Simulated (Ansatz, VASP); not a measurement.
**NiHgN: VASP beside Ansatz**

One calculation is typed for both programs; each brings its own data sets and cutoff. How far apart do they land? The cell is invented: As first built, before any earlier steps moved the atoms (in the runner's words): it takes the CaNiN structure with some of its atoms replaced by other elements, volume scaled by an estimate. It may not be a known or stable phase. The cell is taken from a series of VASP runs on this material, whose earlier steps may have relaxed, scaled or displaced it; both programs get it as it stands.

Method: plane waves, with VASP 6.6.1 beside it; single point at PBE, in Ansatz 0.2.0.

## (1) Starting point

Symmetry: P4_2/mmc, No. 131, tetragonal system. Conventional cell: a = 3.500 Å, b = 3.500 Å, c = 7.673 Å, α = 90.00°, β = 90.00°, γ = 90.00°. Nearest to Hg lie 4 N at 2.60 Å. Nearest to Ni lie 2 N at 1.75 Å. Nearest to N lie 2 Ni at 1.75 Å and 4 Hg at 2.60 Å. As first built, before any earlier steps moved the atoms (in the runner's words): sites of the CaNiN structure (space group 131) filled with other elements, volume scaled by an estimate. Farther neighbours and most contacts between anions are not listed.

Structure file:

```xyz
6
Lattice="3.4998 0.0000 0.0000 0.0000 3.4998 0.0000 0.0000 0.0000 7.6734" Properties=species:S:1:pos:R:3 pbc="T T T"
Hg    0.0000    0.0000    1.9184
Hg    0.0000    0.0000    5.7551
Ni    1.7499    1.7499    0.0000
Ni    1.7499    1.7499    3.8367
N     0.0000    1.7499    0.0000
N     1.7499    0.0000    3.8367
```

## (2) VASP: single point, PBE

With cell and atoms fixed, the geometry can't cause a difference; cores, projectors, grids and the points listed under the comparison can.

Lines of VASP's logs that name or quote its potential files are left out, and so is its time.

Contents of INCAR:

```
SYSTEM = NiHgN
PREC = Accurate
ENCUT = 520
EDIFF = 1E-06
NELM = 100
ISMEAR = -1
SIGMA = 0.05
LREAL = .FALSE.
ALGO = Normal
GGA = PE
ISPIN = 2
MAGMOM = 0 0 1 1 0 0
LMAXMIX = 4
LORBIT = 11
LWAVE = .FALSE.
LCHARG = .FALSE.
KPAR = 2
ISIF = 2
```

Contents of POSCAR:

```
NiHgN
1.0
    3.4997987742      0.0000000000      0.0000000000
    0.0000000000      3.4997987742      0.0000000000
    0.0000000000      0.0000000000      7.6734265856
Hg Ni N
2 2 2
Direct
    0.0000000000      0.0000000000      0.2500000000
    0.0000000000      0.0000000000      0.7500000000
    0.5000000000      0.5000000000      0.0000000000
    0.5000000000      0.5000000000      0.5000000000
    0.0000000000      0.5000000000      0.0000000000
    0.5000000000      0.0000000000      0.5000000000
```

Contents of KPOINTS:

```
Automatic mesh
0
Gamma
6 6 3
0 0 0
```

PAW data sets: Hg, Ni and N (PBE family, release 64).

Run with:

```sh
mpirun -np 2 vasp_std
```

Numbers of over 12 decimals in the logs are rounded to 6 here.

What it wrote:

```text
[banner, memory and clock lines left out]
running    2 mpi-ranks, on    1 nodes
 distrk:  each k-point on    1 cores,    2 groups
 distr:  one band on    1 cores,    1 groups

 POSCAR found type information on POSCAR HgNiN
 POSCAR found :  3 types and       6 ions
 LDA part: xc-table for (Slater+PW92), standard interpolation
 POSCAR, INCAR and KPOINTS ok, starting setup
 FFT: planning ... GRIDC
 FFT: planning ... GRID_SOFT
 FFT: planning ... GRID
 WAVECAR not read
 entering main loop
       N       E                     dE             d eps       ncg     rms          rms(c)
DAV:   1     0.492969353892E+03    0.49297E+03   -0.26350E+04  2640   0.185E+03
DAV:   2     0.249020609263E+02   -0.46807E+03   -0.44898E+03  2760   0.436E+02
DAV:   3    -0.286169278759E+02   -0.53519E+02   -0.51317E+02  3323   0.154E+02
DAV:   4    -0.310525125516E+02   -0.24356E+01   -0.24036E+01  2846   0.344E+01
DAV:   5    -0.311076612696E+02   -0.55149E-01   -0.55046E-01  3084   0.525E+00    0.299E+01
DAV:   6    -0.420188602086E+02   -0.10911E+02   -0.11917E+02  3457   0.160E+02    0.450E+01
DAV:   7    -0.243304952532E+02    0.17688E+02   -0.35119E+01  3381   0.122E+02    0.122E+01
DAV:   8    -0.239700197704E+02    0.36048E+00   -0.12893E+01  3845   0.443E+01    0.918E+00
DAV:   9    -0.238084469298E+02    0.16157E+00   -0.26173E+00  3758   0.216E+01    0.265E+00
DAV:  10    -0.237515057812E+02    0.56941E-01   -0.37053E-01  3556   0.855E+00    0.794E-01
DAV:  11    -0.237534483857E+02   -0.19426E-02   -0.34779E-02  2965   0.199E+00    0.399E-01
DAV:  12    -0.237538351865E+02   -0.38680E-03   -0.20641E-03  3679   0.445E-01    0.250E-01
DAV:  13    -0.237538685150E+02   -0.33329E-04   -0.48578E-04  3388   0.239E-01    0.779E-02
DAV:  14    -0.237538719521E+02   -0.34371E-05   -0.66597E-05  3276   0.676E-02    0.292E-02
DAV:  15    -0.237538700608E+02    0.18913E-05   -0.14922E-05  3781   0.394E-02    0.147E-02
DAV:  16    -0.237538704883E+02   -0.42746E-06   -0.18079E-06  1784   0.115E-02
   1 F= -.23753870E+02 E0= -.23740939E+02  d E =-.258622E-01  mag=     0.0008
```

From OUTCAR (step 2):

```text
ion  position               nearest neighbor table
   1  0.000  0.000  0.250-   5 2.60   6 2.60   5 2.60   6 2.60   3 3.13   4 3.13   3 3.13   3 3.13
                             4 3.13   4 3.13   3 3.13   4 3.13   2 3.84   2 3.84
   2  0.000  0.000  0.750-   5 2.60   6 2.60   5 2.60   6 2.60   3 3.13   4 3.13   3 3.13   3 3.13
                             4 3.13   4 3.13   3 3.13   4 3.13   1 3.84   1 3.84
   3  0.500  0.500  0.000-   5 1.75   5 1.75   1 3.13   1 3.13   2 3.13   1 3.13   2 3.13   2 3.13
                             1 3.13   2 3.13
   4  0.500  0.500  0.500-   6 1.75   6 1.75   1 3.13   1 3.13   2 3.13   2 3.13   1 3.13   2 3.13
                             1 3.13   2 3.13
   5  0.000  0.500  0.000-   3 1.75   3 1.75   1 2.60   1 2.60   2 2.60   2 2.60
   6  0.500  0.000  0.500-   4 1.75   4 1.75   1 2.60   2 2.60   1 2.60   2 2.60

  LATTYP: Found a simple tetragonal cell.
 ALAT       =     3.4997987742
 C/A-ratio  =     2.1925336514

 Subroutine GETGRP returns: Found 16 space group operations
 (whereof  8 operations were pure point group operations)

The static configuration has the point symmetry D_2h.
 The point group associated with its full space group is D_4h.

 Found     20 irreducible k-points:

   k-points           NKPTS =     20   k-points in BZ     NKDIM =     20   number of bands    NBANDS=     33

   dimension x,y,z NGX =    28 NGY =   28 NGZ =   60
   dimension x,y,z NGXF=    56 NGYF=   56 NGZF=  120

   ENCUT  =  520.0 eV  38.22 Ry    6.18 a.u.   6.51  6.51 14.27*2*pi/ulx,y,z

   NELECT =      54.0000    total number of electrons

 k-points in reciprocal lattice and weights: Automatic mesh
   0.00000000  0.00000000  0.00000000       0.009
   0.16666667  0.00000000  0.00000000       0.037
   0.33333333  0.00000000  0.00000000       0.037
   0.50000000  0.00000000  0.00000000       0.019
   0.16666667  0.16666667  0.00000000       0.037
   0.33333333  0.16666667  0.00000000       0.074
   0.50000000  0.16666667  0.00000000       0.037
   0.33333333  0.33333333  0.00000000       0.037
   0.50000000  0.33333333  0.00000000       0.037
[...]
0.50000000  0.33333333  0.33333333       0.074
   0.50000000  0.50000000  0.33333333       0.019

 average (electrostatic) potential at core
       1 -39.1919       2 -39.1919       3 -87.6983       4 -87.6983       5 -65.7669
       6 -65.7669

 E-fermi :   3.7062

 spin component 1
 k-point     1 :       0.0000    0.0000    0.0000
  band No.  band energies     occupation
    ...
     24       2.1730      1.00000
     25       2.3595      1.00000
     26       2.6209      1.00000
     27       2.6209      1.00000
     28       2.6424      1.00000
     29       4.0600      0.00084
     30       5.1353      0.00000
     31       7.2046      0.00000
     32      10.2675      0.00000
     33      11.1239      0.00000

 k-point     2 :       0.1667    0.0000    0.0000
  band No.  band energies     occupation
    ...
     24       2.4263      1.00000
     25       2.6054      1.00000
     26       2.6332      1.00000
     27       2.7150      1.00000
     28       3.2280      0.99993
     29       4.4050      0.00000
     30       5.2500      0.00000
     31       7.7320      0.00000
     32       9.1287      0.00000
     33       9.6844      0.00000

 k-point     3 :       0.3333    0.0000    0.0000
  band No.  band energies     occupation
    ...
     23       2.3121      1.00000
     24       2.6641      1.00000
     25       2.6867      1.00000
     26       2.8091      1.00000
     27       3.3291      0.99947
     28       4.3614      0.00000
     29       4.4063      0.00000
     30       5.3637      0.00000
     31       6.7383      0.00000
     32       7.9838      0.00000
    ...

 k-point     4 :       0.5000    0.0000    0.0000
  band No.  band energies     occupation
    ...
     23       2.3352      1.00000
     24       2.6824      1.00000
     25       2.8188      1.00000
     26       2.9305      1.00000
     27       3.5079      0.98142
     28       3.9715      0.00495
     29       4.8733      0.00000
     30       5.4483      0.00000
     31       6.0098      0.00000
     32       7.5780      0.00000
    ...

 k-point     5 :       0.1667    0.1667    0.0000
  band No.  band energies     occupation
    ...
     24       2.6403      1.00000
     25       2.7574      1.00000
     26       2.9671      1.00000
     27       3.0500      1.00000
     28       3.2244      0.99993
     29       4.7783      0.00000
     30       5.3288      0.00000
     31       8.2661      0.00000
     32       9.1376      0.00000
     33       9.7958      0.00000

 k-point     6 :       0.3333    0.1667    0.0000
  band No.  band energies     occupation
    ...
     23       2.4321      1.00000
     24       2.7508      1.00000
     25       2.8191      1.00000
     26       3.1733      0.99998
     27       3.5539      0.95467
     28       3.9291      0.01146
     29       5.1019      0.00000
     30       5.3434      0.00000
     31       7.0956      0.00000
     32       8.1974      0.00000
    ...

  Total        0.0418076      0.0418076      0.0476875     -0.0000000      0.0000000      0.0000000
  in kB        0.7126734      0.7126734      0.8129042     -0.0000000      0.0000000      0.0000000
  external PRESSURE =       0.7460837 kB  Pullay stress =       0.0000000 kB

  energy-cutoff  :      520.00
  volume of cell :       93.99
      direct lattice vectors                 reciprocal lattice vectors
     3.499798774  0.000000000  0.000000000     0.285730713  0.000000000  0.000000000
     0.000000000  3.499798774  0.000000000     0.000000000  0.285730713  0.000000000
     0.000000000  0.000000000  7.673426586     0.000000000  0.000000000  0.130319876

 POSITION                                       TOTAL-FORCE (eV/Angst)
 -----------------------------------------------------------------------------------
      0.00000      0.00000      1.91836        -0.000000      0.000000      0.000000
      0.00000      0.00000      5.75507         0.000000      0.000000      0.000000
      1.74990      1.74990      0.00000         0.000000      0.000000     -0.000000
      1.74990      1.74990      3.83671         0.000000      0.000000     -0.000000
      0.00000      1.74990      0.00000         0.000000      0.000000     -0.000000
      1.74990      0.00000      3.83671         0.000000      0.000000     -0.000000
 -----------------------------------------------------------------------------------
    total drift:                                0.000000      0.000000      0.000000

  FREE ENERGIE OF THE ION-ELECTRON SYSTEM (eV)
  ---------------------------------------------------
  free  energy   TOTEN  =       -23.7538704883 eV

  energy  without entropy=      -23.7280083189  energy(sigma->0) =      -23.74093940

 total charge
# of ion       s       p       d       tot
------------------------------------------
    1        0.722   0.241   9.395  10.358
    2        0.722   0.241   9.395  10.358
    3        0.540   0.578   8.361   9.478
    4        0.540   0.578   8.361   9.478
    5        1.295   2.302   0.000   3.597
    6        1.295   2.302   0.000   3.597
--------------------------------------------------
tot          5.115   6.242  35.510  46.868

 magnetization (x)
# of ion       s       p       d       tot
------------------------------------------
    1       -0.000  -0.000   0.000  -0.000
    2       -0.000  -0.000   0.000  -0.000
    3        0.000  -0.000   0.000   0.000
    4        0.000  -0.000   0.000   0.000
    5        0.000   0.000   0.000   0.000
    6        0.000   0.000   0.000   0.000
--------------------------------------------------
tot          0.000   0.000   0.000   0.000

[... 6 further parts left out ...]
```

The moments of VASP's start collapse, so its state is non-magnetic. The k-mesh is coarse for a metal. LASPH is off, so gradient terms of the non-spherical density inside the spheres are left out; for open d or f shells this can shift gaps and moments.

(Part 1 of 2 ends here.)

[Lines on the potential files, build, host, timing and source positions are cut from VASP's logs without a mark.]

[Logs are printed without paths, hosts, clocks, repeated set-up lines and the standing remarks that a program may print on its own settings, such as how far it seeks lower states.]

[Hosts, paths, dates, database ids (printed as entryN), source tags and the programs' standing remarks are cut or masked in the printed files.]
